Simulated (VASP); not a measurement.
Level of theory: G0W0 on PBE orbitals, VASP's PBE PAW potentials (set 64) (plane waves; VASP 6.6.1).

A VASP calculation is set up with these files.

### POSCAR
```
MgO
1
    0.0000000000     2.1050000000     2.1050000000
    2.1050000000     0.0000000000     2.1050000000
    2.1050000000     2.1050000000     0.0000000000
Mg O
1 1
Direct
  0.0000000000   0.0000000000   0.0000000000
  0.5000000000   0.5000000000   0.5000000000
```

File KPOINTS:
```
K-points
0
G
  4 4 4
```

INCAR:
```
SYSTEM = MgO
PREC = Normal; ENCUT = 500; LREAL = F
LASPH = T; NBANDS = 100
ALGO = EVGW0
ISMEAR = 0; SIGMA = 0.01
GGA = PE
LWAVE = F; LCHARG = F
NELMGW = 1; NOMEGA = 64; ENCUTGW = 150
NBANDSGW = 16; LSPECTRALGW = T
```

POTCAR, in this order: Mg_sv_GW O_GW_new (PBE.64 set). Program: vasp_std. Read from the step before: WAVECAR, WAVEDER.

The run wrote:

### OSZICAR
```
energies w=
    0.000    0.000    1.766    0.000    3.528    0.000    5.284    0.000
    7.029    0.000    8.762    0.000   10.478    0.000   12.177    0.000
   13.857    0.000   15.517    0.000   17.155    0.000   18.772    0.000
   20.368    0.000   21.944    0.000   23.500    0.000   25.038    0.000
   26.559    0.000   28.065    0.000   29.559    0.000   31.041    0.000
   32.515    0.000   33.983    0.000   35.447    0.000   36.911    0.000
   38.377    0.000   39.848    0.000   41.328    0.000   42.820    0.000
   44.327    0.000   45.853    0.000   47.403    0.000   48.981    0.000
   50.592    0.000   52.240    0.000   53.931    0.000   55.673    0.000
   57.470    0.000   59.331    0.000   61.265    0.000   63.280    0.000
   65.388    0.000   67.601    0.000   69.931    0.000   72.396    0.000
   75.012    0.000   77.802    0.000   80.790    0.000   84.005    0.000
   87.482    0.000   91.260    0.000   95.391    0.000   99.933    0.000
  104.960    0.000  110.562    0.000  116.854    0.000  123.981    0.000
  132.128    0.000  141.539    0.000  152.541    0.000  165.579    0.000
  181.277    0.000  200.540    0.000  224.725    0.000  255.974    0.000
NQ=   1    0.0000    0.0000    0.0000,
 performed        119000 updates of chi_q(r,r)
NQ=   2    0.2500    0.0000    0.0000,
 performed        354000 updates of chi_q(r,r)
NQ=   3    0.5000    0.0000    0.0000,
 performed        531000 updates of chi_q(r,r)
NQ=   4    0.2500    0.2500    0.0000,
 performed        743000 updates of chi_q(r,r)
NQ=   5    0.5000    0.2500    0.0000,
 performed       1029000 updates of chi_q(r,r)
NQ=   6   -0.2500    0.2500    0.0000,
 performed       1283000 updates of chi_q(r,r)
NQ=   7    0.5000    0.5000    0.0000,
 performed       1447000 updates of chi_q(r,r)
NQ=   8   -0.2500    0.5000    0.2500,
 performed       1662000 updates of chi_q(r,r)
 resolving degeneracies of screened two electron integrals
```

### OUTCAR
```


 k-point   1 :       0.0000    0.0000    0.0000
  band No.  KS-energies  QP-energies   sigma(KS)   V_xc(KS)     V^pw_x(r,r')   Z            occupation Imag(sigma)

      1     -67.8932     -79.8021     -48.3995     -33.7091     -56.4607       0.8107       2.0000       0.6903
      2     -34.6243     -41.8619     -41.9793     -33.1406     -48.6730       0.8188       2.0000       0.3085
      3     -34.6243     -41.8619     -41.9793     -33.1406     -48.6730       0.8188       2.0000       0.3085
      4     -34.6243     -41.8619     -41.9793     -33.1406     -48.6730       0.8188       2.0000       0.3085
      5     -12.8383     -15.2644     -21.6586     -18.3705     -30.1792       0.7378       2.0000       1.4782
      6       4.4192       3.0089     -21.6709     -19.8778     -25.4926       0.7865       2.0000       0.2559
      7       4.4192       3.0089     -21.6709     -19.8778     -25.4926       0.7865       2.0000       0.2559
      8       4.4192       3.0089     -21.6709     -19.8778     -25.4926       0.7865       2.0000       0.2559
      9       9.1571      10.2155     -12.1773     -13.4445      -8.5269       0.8352       0.0000      -0.1661
     10      20.2187      21.2646      -8.3576      -9.6122      -3.6602       0.8336       0.0000      -0.2732
     11      20.2187      21.2646      -8.3576      -9.6122      -3.6602       0.8336       0.0000      -0.2732
     12      20.2187      21.2646      -8.3576      -9.6122      -3.6602       0.8336       0.0000      -0.2732
     13      24.1193      24.6270      -7.2902      -7.9135      -1.7171       0.8145       0.0000      -0.7398
     14      25.9098      27.2865      -9.2020     -10.8559      -4.2053       0.8323       0.0000      -0.3536
     15      25.9098      27.2865      -9.2020     -10.8559      -4.2053       0.8323       0.0000      -0.3536
     16      28.7816      30.4165     -10.9530     -12.9630      -5.0514       0.8134       0.0000      -0.6641

 k-point   2 :       0.2500    0.0000    0.0000
  band No.  KS-energies  QP-energies   sigma(KS)   V_xc(KS)     V^pw_x(r,r')   Z            occupation Imag(sigma)

      1     -67.8940     -79.7643     -48.4082     -33.7198     -56.4715       0.8081       2.0000       0.6882
      2     -34.6683     -41.8256     -41.8815     -33.0466     -48.5794       0.8101       2.0000       0.3234
      3     -34.6291     -41.8577     -41.9684     -33.1333     -48.6626       0.8182       2.0000       0.3074
      4     -34.6291     -41.8577     -41.9684     -33.1333     -48.6626       0.8182       2.0000       0.3074
      5     -12.2364     -14.6331     -22.1909     -18.9504     -30.6560       0.7396       2.0000       1.4078
      6       1.7560       0.0231     -19.1964     -16.9736     -23.0210       0.7796       2.0000       0.3139
      7       4.0740       2.6091     -21.3306     -19.4593     -25.1843       0.7828       2.0000       0.2629
      8       4.0740       2.6091     -21.3306     -19.4593     -25.1843       0.7828       2.0000       0.2629
      9      11.5210      12.7314     -12.6767     -14.1418      -8.8936       0.8262       0.0000      -0.1843
     10      16.9980      18.1854     -10.2397     -11.6867      -5.6638       0.8206       0.0000      -0.2636
     11      21.0864      22.2735      -9.1915     -10.6238      -4.3765       0.8288       0.0000      -0.2989
     12      21.0864      22.2735      -9.1915     -10.6238      -4.3765       0.8288       0.0000      -0.2989
     13      24.5758      25.9054      -9.5391     -11.1528      -4.3709       0.8239       0.0000      -0.4077
     14      24.5758      25.9054      -9.5391     -11.1528      -4.3709       0.8239       0.0000      -0.4077
     15      26.4541      27.7055      -9.8320     -11.3511      -4.0956       0.8238       0.0000      -0.6956
     16      32.2510      33.4107      -7.9548      -9.2846      -2.2584       0.8721       0.0000      -1.1942

 k-point   3 :       0.5000    0.0000    0.0000
  band No.  KS-energies  QP-energies   sigma(KS)   V_xc(KS)     V^pw_x(r,r')   Z            occupation Imag(sigma)

      1     -67.8895     -79.8240     -48.4144     -33.7270     -56.4785       0.8126       2.0000       0.6859
      2     -34.7116     -41.8237     -41.7837     -32.9541     -48.4852       0.8055       2.0000       0.3375
      3     -34.6336     -41.8475     -41.9566     -33.1251     -48.6513       0.8168       2.0000       0.3064
      4     -34.6336     -41.8475     -41.9566     -33.1251     -48.6513       0.8168       2.0000       0.3064
      5     -11.5208     -13.8770     -22.9364     -19.7615     -31.3634       0.7421       2.0000       1.3210
      6      -0.2051      -2.1810     -17.9435     -15.3752     -22.0725       0.7693       2.0000       0.4056
      7       3.7608       2.2435     -21.0534     -19.1097     -24.9491       0.7806       2.0000       0.2708
      8       3.7608       2.2435     -21.0534     -19.1097     -24.9491       0.7806       2.0000       0.2708
      9      12.3244      13.3368     -10.2413     -11.4468      -6.2022       0.8398       0.0000      -0.1929
     10      17.0457      18.8024     -14.2478     -16.4701      -9.4572       0.7905       0.0000      -0.3090
     11      20.7631      22.0726      -9.9005     -11.4764      -5.1617       0.8310       0.0000      -0.2776
     12      20.7631      22.0726      -9.9005     -11.4764      -5.1617       0.8310       0.0000      -0.2776
     13      25.3300      26.4291      -9.1939     -10.5311      -3.5635       0.8220       0.0000      -0.6057
     14      26.9270      28.2131      -9.8248     -11.4090      -3.9155       0.8118       0.0000      -0.7244
     15      26.9270      28.2131      -9.8248     -11.4090      -3.9155       0.8118       0.0000      -0.7244
     16      33.0040      34.6610      -9.4974     -11.4129      -3.8841       0.8650       0.0000      -1.1499

 k-point   4 :       0.2500    0.2500    0.0000
  band No.  KS-energies  QP-energies   sigma(KS)   V_xc(KS)     V^pw_x(r,r')   Z            occupation Imag(sigma)

      1     -67.8924     -79.7924     -48.4102     -33.7221     -56.4735       0.8102       2.0000       0.6879
      2     -34.6640     -41.8219     -41.8888     -33.0566     -48.5856       0.8104       2.0000       0.3180
      3     -34.6390     -41.8438     -41.9515     -33.1130     -48.6441       0.8152       2.0000       0.3094
      4     -34.6390     -41.8438     -41.9515     -33.1130     -48.6441       0.8152       2.0000       0.3094
      5     -12.0785     -14.4643     -22.2988     -19.0784     -30.7554       0.7408       2.0000       1.3920
      6       1.7836       0.0571     -19.2158     -17.0018     -23.0521       0.7798       2.0000       0.3130
      7       3.6811       2.1502     -21.0383     -19.0803     -24.9140       0.7819       2.0000       0.2707
      8       3.6811       2.1502     -21.0383     -19.0803     -24.9140       0.7819       2.0000       0.2707
      9      12.5044      13.8683     -13.5438     -15.2136      -9.6788       0.8168       0.0000      -0.1959
     10      15.5776      16.4164      -7.9637      -8.9610      -3.5882       0.8411       0.0000      -0.2203
     11      19.9456      21.2927     -10.4018     -12.0322      -5.5666       0.8263       0.0000      -0.2895
     12      21.9087      23.2800     -10.4842     -12.1752      -5.3130       0.8109       0.0000      -0.3846
     13      21.9087      23.2800     -10.4842     -12.1752      -5.3130       0.8109       0.0000      -0.3846
     14      27.7807      29.2063      -9.3098     -11.0266      -4.1649       0.8304       0.0000      -0.4285
     15      31.7481      33.2346      -9.6076     -11.3951      -3.7419       0.8316       0.0000      -0.8370
     16      31.7481      33.2346      -9.6076     -11.3951      -3.7419       0.8316       0.0000      -0.8370

 k-point   5 :       0.5000    0.2500    0.0000
  band No.  KS-energies  QP-energies   sigma(KS)   V_xc(KS)     V^pw_x(r,r')   Z            occupation Imag(sigma)

      1     -67.8876     -79.8956     -48.4162     -33.7291     -56.4800       0.8176       2.0000       0.6861
      2     -34.6932     -41.8297     -41.8311     -32.9963     -48.5261       0.8078       2.0000       0.3242
      3     -34.6552     -41.8336     -41.9159     -33.0790     -48.6083       0.8123       2.0000       0.3105
      4     -34.6437     -41.8384     -41.9379     -33.1046     -48.6311       0.8145       2.0000       0.3082
      5     -11.4207     -13.7777     -22.9342     -19.7830     -31.3607       0.7480       2.0000       1.3177
      6       0.6055      -1.3037     -18.5178     -16.0547     -22.5639       0.7751       2.0000       0.3643
      7       2.5044       0.8033     -19.8185     -17.6461     -23.7005       0.7830       2.0000       0.2977
      8       3.4000       1.8221     -20.8266     -18.8061     -24.7472       0.7809       2.0000       0.2788
      9      14.1234      15.2803     -10.8151     -12.2105      -6.6250       0.8291       0.0000      -0.2121
     10      16.0046      17.4681     -12.4649     -14.2748      -7.9981       0.8086       0.0000      -0.2545
     11      17.7362      19.0743     -10.9253     -12.5476      -6.2685       0.8248       0.0000      -0.2577
     12      22.1109      23.5952     -11.0414     -12.8738      -5.8643       0.8100       0.0000      -0.3800
     13      23.2418      24.6070     -10.5232     -12.2097      -5.0302       0.8095       0.0000      -0.5005
     14      28.9030      30.2016      -9.4248     -11.0011      -3.6415       0.8238       0.0000      -0.7639
     15      31.1929      32.6270      -9.3181     -11.0238      -3.5707       0.8408       0.0000      -0.8639
     16      32.4512      34.2648     -10.6366     -12.7889      -4.6539       0.8427       0.0000      -1.0011

 k-point   6 :      -0.2500    0.2500    0.0000
  band No.  KS-energies  QP-energies   sigma(KS)   V_xc(KS)     V^pw_x(r,r')   Z            occupation Imag(sigma)

      1     -67.8896     -79.8066     -48.4146     -33.7271     -56.4785       0.8114       2.0000       0.6864
      2     -34.6858     -41.8314     -41.8427     -33.0100     -48.5418       0.8090       2.0000       0.3271
      3     -34.6574     -41.8189     -41.9139     -33.0750     -48.6050       0.8102       2.0000       0.3112
      4     -34.6337     -41.8391     -41.9558     -33.1248     -48.6505       0.8159       2.0000       0.3063
      5     -11.6057     -13.9608     -22.7795     -19.6026     -31.2095       0.7413       2.0000       1.3360
...
```
(Selected blocks of OUTCAR.)

The mesh is coarse and the basis finite, so the quasiparticle values are not converged.

The compound is MgO in the rock salt structure. The cell was not relaxed at this level. The k-mesh is coarse (spacing up to 0.65 per Å, 2π included), so the numbers may not be converged in it.
